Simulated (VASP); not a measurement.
# G0W0 gap of C (Diamond) against strain, part 2 of 4

How does the quasiparticle gap of C (Diamond) follow strain, and does the starting functional get the slope right? The cell has space group Fd-3m. The start is a cell from a database of measured crystal structures.

VASP 6.6.1, plane waves and PAW; the level of theory is named at each step.

So far, gap on the k-mesh (eV): step 3 (empty bands) 4.13.

## Step 4: G0W0

This step: G0W0 on PBE; plane waves and PAW (C_GW) (VASP 6.6.1).

G0W0 keeps orbitals and screening fixed and shifts each of the lowest NBANDSGW levels once.

The input, INCAR:

```
SYSTEM = C
PREC = Accurate
ENCUT = 440
ISMEAR = 0
SIGMA = 0.01
LREAL = .FALSE.
GGA = PE
NBANDS = 48
ALGO = EVGW0
NELMGW = 1
ENCUTGW = 150
NOMEGA = 48
PRECFOCK = Fast
NBANDSGW = 16
LWAVE = .FALSE.
LCHARG = .FALSE.
```

The input, POSCAR:

```
C
1.0
    0.0000000000      1.7833700000      1.7833700000
    1.7833700000      0.0000000000      1.7833700000
    1.7833700000      1.7833700000      0.0000000000
C
2
Direct
    0.7500000000      0.7500000000      0.7500000000
    0.5000000000      0.5000000000      0.5000000000
```

The input, KPOINTS:

```
Automatic mesh
0
Gamma
8 8 8
0 0 0
```

Potentials, in the order of the species: C_GW (PBE family, release 64).

The run is started by

```sh
$ mpirun -np 8 vasp_std
```

The log of the run:

```text
[banner, memory and clock lines left out]
running    8 mpi-ranks, on    1 nodes
 distrk:  each k-point on    8 cores,    1 groups
 distr:  one band on    1 cores,    8 groups

 POSCAR found type information on POSCAR C
 POSCAR found :  1 types and       2 ions
 [... a notice as in an earlier step ...]

|                                                                             |
|           W    W    AA    RRRRR   N    N  II  N    N   GGGG   !!!           |
|           W    W   A  A   R    R  NN   N  II  NN   N  G    G  !!!           |
|           W    W  A    A  R    R  N N  N  II  N N  N  G       !!!           |
|           W WW W  AAAAAA  RRRRR   N  N N  II  N  N N  G  GGG   !            |
|           WW  WW  A    A  R   R   N   NN  II  N   NN  G    G                |
|           W    W  A    A  R    R  N    N  II  N    N   GGGG   !!!           |
|                                                                             |
|     The default for ENCUTGWSOFT is different in this version of VASP.       |
|     please manually set ENCUTGWSOFT =150 in the INCAR file.                 |
|                                                                             |

 LDA part: xc-table for (Slater+PW92), standard interpolation
 found WAVECAR, reading the header
 POSCAR, INCAR and KPOINTS ok, starting setup
 FFT: planning ... GRIDC
 FFT: planning ... GRID_SOFT
 FFT: planning ... GRID
 reading WAVECAR
 the WAVECAR file was read successfully
 initial charge from wavefunction
 available memory per node:     48.49 GB, setting MAXMEM to     49653

 The Fermi energy was updated, please check that it is located mid-gap
 values below the HOMO (VB) or above the LUMO (CB) will cause erroneous energies
 E-fermi :  11.8288

 calculate exact exchange contribution
 the WAVEDER file was read successfully
energies w=
    0.000    0.000    1.226    0.000    2.447    0.000    3.658    0.000
    4.855    0.000    6.035    0.000    7.196    0.000    8.336    0.000
    9.455    0.000   10.554    0.000   11.632    0.000   12.693    0.000
   13.739    0.000   14.773    0.000   15.797    0.000   16.815    0.000
   17.832    0.000   18.851    0.000   19.876    0.000   20.913    0.000
   21.966    0.000   23.042    0.000   24.146    0.000   25.286    0.000
   26.470    0.000   27.706    0.000   29.005    0.000   30.379    0.000
   31.844    0.000   33.416    0.000   35.116    0.000   36.970    0.000
   39.011    0.000   41.276    0.000   43.820    0.000   46.706    0.000
   50.023    0.000   53.890    0.000   58.467    0.000   63.984    0.000
   70.778    0.000   79.360    0.000   90.546    0.000  105.730    0.000
  127.489    0.000  161.198    0.000  220.220    0.000  349.548    0.000
 responsefunction array rank=      64
 LDA part: xc-table for (Slater+PW92), standard interpolation

 min. memory requirement per mpi rank    102.7 MB, per node    821.8 MB

 allocating   6 responsefunctions rank=    64
 shmem allocating  48 responsefunctions rank=    64
 response function shared by NCSHMEM nodes    1
 Doing            6  frequencies on each core in blocks of           48
NQ=   1    0.0000    0.0000    0.0000,
|.........|.........|.........|.........|.........|.........|.........|.........
 performed        224000 updates of chi_q(r,r)
 total number of BLAS operations          6.26 Gflops
NQ=   2    0.1250    0.0000    0.0000,
|.........|.........|.........|.........|.........|.........|.........|.........
 performed        662000 updates of chi_q(r,r)
 total number of BLAS operations         18.05 Gflops
NQ=   3    0.2500    0.0000    0.0000,
|.........|.........|.........|.........|.........|.........|.........|.........
 performed       1100000 updates of chi_q(r,r)
 total number of BLAS operations         25.47 Gflops
NQ=   4    0.3750    0.0000    0.0000,
|.........|.........|.........|.........|.........|.........|.........|.........
 performed       1538000 updates of chi_q(r,r)
 total number of BLAS operations         32.89 Gflops
NQ=   5    0.5000    0.0000    0.0000,
|.........|.........|.........|.........|.........|.........|.........|.........
 performed       1890000 updates of chi_q(r,r)
 total number of BLAS operations         37.40 Gflops
NQ=   6    0.1250    0.1250    0.0000,
|.........|.........|.........|.........|.........|.........|.........|.........
 performed       2315000 updates of chi_q(r,r)
 total number of BLAS operations         47.71 Gflops
NQ=   7    0.2500    0.1250    0.0000,
|.........|.........|.........|.........|.........|.........|.........|.........
 performed       3066000 updates of chi_q(r,r)
 total number of BLAS operations         62.74 Gflops
NQ=   8    0.3750    0.1250    0.0000,
|.........|.........|.........|.........|.........|.........|.........|.........
 performed       3817000 updates of chi_q(r,r)
 total number of BLAS operations         77.18 Gflops
NQ=   9    0.5000    0.1250    0.0000,
|.........|.........|.........|.........|.........|.........|.........|.........
 performed       4568000 updates of chi_q(r,r)
 total number of BLAS operations         89.90 Gflops
NQ=  10   -0.3750    0.1250    0.0000,
|.........|.........|.........|.........|.........|.........|.........|.........
 performed       5319000 updates of chi_q(r,r)
 total number of BLAS operations        102.63 Gflops
NQ=  11   -0.2500    0.1250    0.0000,
|.........|.........|.........|.........|.........|.........|.........|.........
 performed       6070000 updates of chi_q(r,r)
 total number of BLAS operations        116.48 Gflops
NQ=  12   -0.1250    0.1250    0.0000,
|.........|.........|.........|.........|.........|.........|.........|.........
 performed       6674000 updates of chi_q(r,r)
 total number of BLAS operations        130.06 Gflops
NQ=  13    0.2500    0.2500    0.0000,
|.........|.........|.........|.........|.........|.........|.........|.........
 performed       7099000 updates of chi_q(r,r)
 total number of BLAS operations        139.27 Gflops
NQ=  14    0.3750    0.2500    0.0000,
|.........|.........|.........|.........|.........|.........|.........|.........
 performed       7850000 updates of chi_q(r,r)
 total number of BLAS operations        153.13 Gflops
NQ=  15    0.5000    0.2500    0.0000,
|.........|.........|.........|.........|.........|.........|.........|.........
 performed       8601000 updates of chi_q(r,r)
 total number of BLAS operations        165.85 Gflops
NQ=  16   -0.3750    0.2500    0.0000,
|.........|.........|.........|.........|.........|.........|.........|.........
 performed       9352000 updates of chi_q(r,r)
 total number of BLAS operations        179.70 Gflops
NQ=  17   -0.2500    0.2500    0.0000,
|.........|.........|.........|.........|.........|.........|.........|.........
 performed       9956000 updates of chi_q(r,r)
 total number of BLAS operations        191.31 Gflops
NQ=  18    0.3750    0.3750    0.0000,
|.........|.........|.........|.........|.........|.........|.........|.........
 performed      10381000 updates of chi_q(r,r)
 total number of BLAS operations        197.90 Gflops
NQ=  19    0.5000    0.3750    0.0000,
|.........|.........|.........|.........|.........|.........|.........|.........
 performed      11132000 updates of chi_q(r,r)
 total number of BLAS operations        209.55 Gflops
NQ=  20   -0.3750    0.3750    0.0000,
|.........|.........|.........|.........|.........|.........|.........|.........
 performed      11736000 updates of chi_q(r,r)
 total number of BLAS operations        220.68 Gflops
NQ=  21    0.5000    0.5000    0.0000,
|.........|.........|.........|.........|.........|.........|.........|.........
 performed      12046000 updates of chi_q(r,r)
 total number of BLAS operations        224.66 Gflops
NQ=  22    0.3750    0.2500    0.1250,
|.........|.........|.........|.........|.........|.........|.........|.........
 performed      12883000 updates of chi_q(r,r)
 total number of BLAS operations        240.10 Gflops
NQ=  23    0.5000    0.2500    0.1250,
|.........|.........|.........|.........|.........|.........|.........|.........
 performed      13849000 updates of chi_q(r,r)
 total number of BLAS operations        256.46 Gflops
NQ=  24   -0.3750    0.2500    0.1250,
|.........|.........|.........|.........|.........|.........|.........|.........
 performed      14631000 updates of chi_q(r,r)
 total number of BLAS operations        267.50 Gflops
NQ=  25    0.5000    0.3750    0.1250,
|.........|.........|.........|.........|.........|.........|.........|.........
 performed      15468000 updates of chi_q(r,r)
 total number of BLAS operations        282.94 Gflops
NQ=  26   -0.3750    0.3750    0.1250,
|.........|.........|.........|.........|.........|.........|.........|.........
 performed      16434000 updates of chi_q(r,r)
 total number of BLAS operations        300.76 Gflops
NQ=  27   -0.2500    0.3750    0.1250,
|.........|.........|.........|.........|.........|.........|.........|.........
 performed      17216000 updates of chi_q(r,r)
 total number of BLAS operations        314.58 Gflops
NQ=  28   -0.3750    0.5000    0.1250,
|.........|.........|.........|.........|.........|.........|.........|.........
 performed      17821000 updates of chi_q(r,r)
 total number of BLAS operations        324.84 Gflops
NQ=  29   -0.2500    0.5000    0.2500,
|.........|.........|.........|.........|.........|.........|.........|.........
 performed      18240000 updates of chi_q(r,r)
 total number of BLAS operations        331.34 Gflops
 resolving degeneracies of screened two electron integrals

 calculate QP shifts <psi_nk| G(iteration)W_0 |psi_nk>: iteration 1
 entering main loop
```

Run time: 31 s. Hardware: 8 MPI ranks of Intel Xeon 6975P-C (Granite Rapids), shared host; peak memory 1.3 GiB.

Parts of OUTCAR (step 4):

```text
 Found     29 irreducible k-points:

   k-points           NKPTS =     29   k-points in BZ     NKDIM =    512   number of bands    NBANDS=     48

   NELECT =       8.0000    total number of electrons

 E-fermi :  11.8288

 QP shifts <psi_nk| G(iteration)W_0 |psi_nk>: iteration 1
 for sc-GW calculations column KS-energies equals QP-energies in previous step
 and V_xc(KS)=  KS-energies - (<T + V_ion + V_H > + <T+V_H+V_ion>^1  + <V_x>^1)
 k-point   1 :       0.0000    0.0000    0.0000
  band No.  KS-energies  QP-energies   sigma(KS)   V_xc(KS)     V^pw_x(r,r')   Z            occupation Imag(sigma)
      1     -11.7117     -13.3101     -16.8931     -14.7761     -25.4254       0.7550       2.0000       1.4639
      2       9.7616       9.2681     -17.3923     -16.7959     -19.1036       0.8275       2.0000       0.0715
      3       9.7616       9.2681     -17.3923     -16.7959     -19.1036       0.8275       2.0000       0.0715
      4       9.7616       9.2681     -17.3923     -16.7959     -19.1036       0.8275       2.0000       0.0715
      5      15.3547      16.5456     -14.0745     -15.5208      -9.3836       0.8234       0.0000      -0.1013
      6      15.3547      16.5456     -14.0745     -15.5208      -9.3836       0.8234       0.0000      -0.1013
      7      15.3547      16.5456     -14.0745     -15.5208      -9.3836       0.8234       0.0000      -0.1013
      8      23.0803      24.2149     -14.9163     -16.3860      -7.8137       0.7720       0.0000      -0.2464
    ...

 k-point   2 :       0.1250    0.0000    0.0000
  band No.  KS-energies  QP-energies   sigma(KS)   V_xc(KS)     V^pw_x(r,r')   Z            occupation Imag(sigma)
      1     -11.2797     -12.8579     -16.8916     -14.8062     -25.3167       0.7568       2.0000       1.4073
      2       7.3575       6.6675     -17.0930     -16.2502     -19.4024       0.8187       2.0000       0.0917
      3       9.1125       8.5807     -17.2774     -16.6329     -19.1340       0.8251       2.0000       0.0756
      4       9.1125       8.5807     -17.2774     -16.6329     -19.1340       0.8251       2.0000       0.0756
      5      16.2139      17.4521     -14.1775     -15.6866      -9.2618       0.8204       0.0000      -0.1098
      6      16.2139      17.4521     -14.1775     -15.6866      -9.2618       0.8204       0.0000      -0.1098
      7      16.6402      17.8112     -14.3082     -15.7367      -9.3682       0.8198       0.0000      -0.1124
      8      23.4503      24.6315     -14.7491     -16.2794      -7.5610       0.7719       0.0000      -0.2583
    ...

 k-point   3 :       0.2500    0.0000    0.0000
  band No.  KS-energies  QP-energies   sigma(KS)   V_xc(KS)     V^pw_x(r,r')   Z            occupation Imag(sigma)
      1      -9.9971     -11.5100     -16.9034     -14.9045     -25.0002       0.7569       2.0000       1.2370
      2       3.1782       2.1577     -16.9641     -15.6802     -20.6327       0.7949       2.0000       0.1600
      3       8.0195       7.3954     -17.2419     -16.4813     -19.4555       0.8206       2.0000       0.0866
      4       8.0195       7.3954     -17.2419     -16.4813     -19.4555       0.8206       2.0000       0.0866
      5      17.5539      18.8626     -14.0809     -15.6847      -8.7369       0.8160       0.0000      -0.1268
      6      17.5539      18.8626     -14.0809     -15.6847      -8.7369       0.8160       0.0000      -0.1268
      7      17.9062      18.9993     -14.3468     -15.6890      -8.9875       0.8144       0.0000      -0.1297
      8      24.3944      25.6496     -14.1207     -15.7457      -6.7307       0.7724       0.0000      -0.2900
    ...

[... 8 parts as in an earlier step ...]

[... 5 further parts left out ...]
```

Numbers from this step:

| Item | Value |
| --- | --- |
| quasiparticle gap on the mesh | 5.365 eV |
| smallest direct quasiparticle gap on the mesh | 7.277 eV |
| gap of the starting orbitals on the mesh | 4.134 eV |

GW takes the gap from 4.134 to 5.365 eV. The value holds for 48 bands, ENCUTGW = 150 eV and this mesh, and isn't shown to be converged in them.

## Step 5: Ground state of a strained cell, scale 0.94

This step: PBE; plane waves and PAW (C_GW) (VASP 6.6.1).

The volume is scaled by 0.94, at the same cutoff, mesh and band count, and the chain is run again.

The input, INCAR:

```
SYSTEM = C
PREC = Accurate
ENCUT = 440
EDIFF = 1E-08
NELM = 100
ISMEAR = 0
SIGMA = 0.01
LREAL = .FALSE.
ALGO = Normal
GGA = PE
NBANDS = 10
LORBIT = 11
LWAVE = .TRUE.
LCHARG = .FALSE.
KPAR = 8
```

The input, POSCAR:

```
C
1.0
    0.0000000000      1.7469644787      1.7469644787
    1.7469644787      0.0000000000      1.7469644787
    1.7469644787      1.7469644787      0.0000000000
C
2
Direct
    0.7500000000      0.7500000000      0.7500000000
    0.5000000000      0.5000000000      0.5000000000
```

KPOINTS is that of step 4.

The run is started by

```sh
$ mpirun -np 8 vasp_std
```

The log of the run:

```text
[banner, memory and clock lines left out]
running    8 mpi-ranks, on    1 nodes
 distrk:  each k-point on    1 cores,    8 groups
 distr:  one band on    1 cores,    1 groups

 POSCAR found type information on POSCAR C
 POSCAR found :  1 types and       2 ions
 [... a notice as in an earlier step ...]

 LDA part: xc-table for (Slater+PW92), standard interpolation
 POSCAR, INCAR and KPOINTS ok, starting setup
 FFT: planning ... GRIDC
 FFT: planning ... GRID_SOFT
 FFT: planning ... GRID
 WAVECAR not read
 entering main loop
       N       E                     dE             d eps       ncg     rms          rms(c)
DAV:   1     0.100074735483E+02    0.10007E+02   -0.44044E+03   596   0.690E+02
DAV:   2    -0.183923924855E+02   -0.28400E+02   -0.26822E+02   712   0.186E+02
DAV:   3    -0.188731172660E+02   -0.48072E+00   -0.47975E+00   718   0.190E+01
DAV:   4    -0.188742101255E+02   -0.10929E-02   -0.10928E-02   700   0.111E+00
DAV:   5    -0.188742135722E+02   -0.34467E-05   -0.34467E-05   708   0.547E-02    0.516E+00
DAV:   6    -0.182900027751E+02    0.58421E+00   -0.31864E-01   808   0.561E+00    0.281E+00
DAV:   7    -0.180910744178E+02    0.19893E+00   -0.36220E-01   824   0.575E+00    0.370E-01
DAV:   8    -0.180926949024E+02   -0.16205E-02   -0.69287E-03   608   0.866E-01    0.531E-02
DAV:   9    -0.180927601223E+02   -0.65220E-04   -0.99226E-05   744   0.117E-01    0.181E-02
DAV:  10    -0.180927757976E+02   -0.15675E-04   -0.13995E-05   610   0.384E-02    0.175E-03
DAV:  11    -0.180927761102E+02   -0.31265E-06   -0.38861E-07   750   0.649E-03    0.387E-04
DAV:  12    -0.180927761810E+02   -0.70828E-07   -0.57326E-09   576   0.952E-04    0.278E-05
DAV:  13    -0.180927761832E+02   -0.21266E-08   -0.59466E-11   348   0.102E-04
   1 F= -.18092776E+02 E0= -.18092776E+02  d E =-.208475E-72
 writing wavefunctions
```

The job ended after 1.4 s (8 MPI ranks; peak memory 0.82 GiB; 5.2 s of CPU time).

Parts of OUTCAR (step 5):

```text
   ENCUT  =  440.0 eV  32.34 Ry    5.69 a.u.   4.23  4.23  4.23*2*pi/ulx,y,z

   NELECT =       8.0000    total number of electrons

 E-fermi :  10.8185

 k-point     1 :       0.0000    0.0000    0.0000
  band No.  band energies     occupation
      1     -11.6429      2.00000
      2      10.6932      2.00000
      3      10.6932      2.00000
      4      10.6932      2.00000
      5      16.4437      0.00000
      6      16.4437      0.00000
      7      16.4437      0.00000
      8      25.4481      0.00000
      9      30.7907      0.00000
    ...

  Total        1.7234669      1.7234669      1.7234669      0.0000000     -0.0000000      0.0000000
  in kB      258.9591773    258.9591773    258.9591773      0.0000000     -0.0000000      0.0000000
  external PRESSURE =     258.9591773 kB  Pullay stress =       0.0000000 kB

 POSITION                                       TOTAL-FORCE (eV/Angst)
 -----------------------------------------------------------------------------------
      2.62045      2.62045      2.62045        -0.000000     -0.000000     -0.000000
      1.74696      1.74696      1.74696         0.000000      0.000000      0.000000
 -----------------------------------------------------------------------------------
    total drift:                                0.000000     -0.000000      0.000000

  FREE ENERGIE OF THE ION-ELECTRON SYSTEM (eV)
  ---------------------------------------------------
  free  energy   TOTEN  =       -18.0927761832 eV

  energy  without entropy=      -18.0927761832  energy(sigma->0) =      -18.09277618

[... 5 parts as in an earlier step ...]

[... 11 further parts left out ...]
```

This step gave:

- free energy (TOTEN): -18.09 eV
- Fermi energy: 10.82 eV
- pressure: 25.90 GPa
- gap on the k-mesh: 4.258 eV
- least direct gap on the k-mesh: 5.751 eV

The run ends at a pressure of 25.90 GPa.

## Step 6: Empty bands, scale 0.94

The empty bands are made again, for the run that follows.

The input, INCAR:

```
SYSTEM = C
PREC = Accurate
ENCUT = 440
ISMEAR = 0
SIGMA = 0.01
LREAL = .FALSE.
GGA = PE
NBANDS = 48
ALGO = Exact
NELM = 1
LWAVE = .TRUE.
LCHARG = .FALSE.
LOPTICS = .TRUE.
NEDOS = 1000
CSHIFT = 0.1
```

POSCAR is that of step 5.

KPOINTS is that of step 5.

The run is started by

```sh
$ mpirun -np 8 vasp_std
```

The log of the run:

```text
[... set-up lines as in an earlier step ...]
 entering main loop
       N       E                     dE             d eps       ncg     rms          rms(c)
DIA:   1    -0.180927761817E+02   -0.18093E+02    0.00000E+00     0   0.000E+00
   1 F= -.18092776E+02 E0= -.18092776E+02  d E =-.353407E-94
 writing wavefunctions
 optical routines
 imaginary and real dielectric function
 recalculating local potential from charge density
 direction            1
 direction            2
 direction            3
```

Run time: 1.6 s. Hardware: 8 MPI ranks; peak memory 0.79 GiB; 6.6 s of CPU time.

Parts of OUTCAR (step 6):

```text
  Total        1.7234679      1.7234679      1.7234679     -0.0000000      0.0000000      0.0000000
  in kB      258.9593236    258.9593236    258.9593236     -0.0000000      0.0000000      0.0000000
  external PRESSURE =     258.9593236 kB  Pullay stress =       0.0000000 kB

  FREE ENERGIE OF THE ION-ELECTRON SYSTEM (eV)
  ---------------------------------------------------
  free  energy   TOTEN  =       -18.0927761817 eV

  energy  without entropy=      -18.0927761817  energy(sigma->0) =      -18.09277618

[... 3 parts as in an earlier step ...]

[... 1 further part left out ...]
[key lines of the parts left out:]
E-fermi :  10.8371
```

[end of part 2 of 4]

[Lines on the potential files, build, host, timing and source positions are cut from VASP's logs without a mark.]

[Logs are printed without paths, hosts, clocks, repeated set-up lines and the standing remarks that a program may print on its own settings, such as how far it seeks lower states.]

[Hosts, paths, dates, database ids (printed as entryN), source tags and the programs' standing remarks are cut or masked in the printed files.]

[Pressures printed for these runs are not shown converged in the cutoff: they can be off by several GPa and have the wrong sign.]

[In band tables of VASP the shares of atoms and orbitals are scaled to a sum of 1 inside the atoms' spheres.]
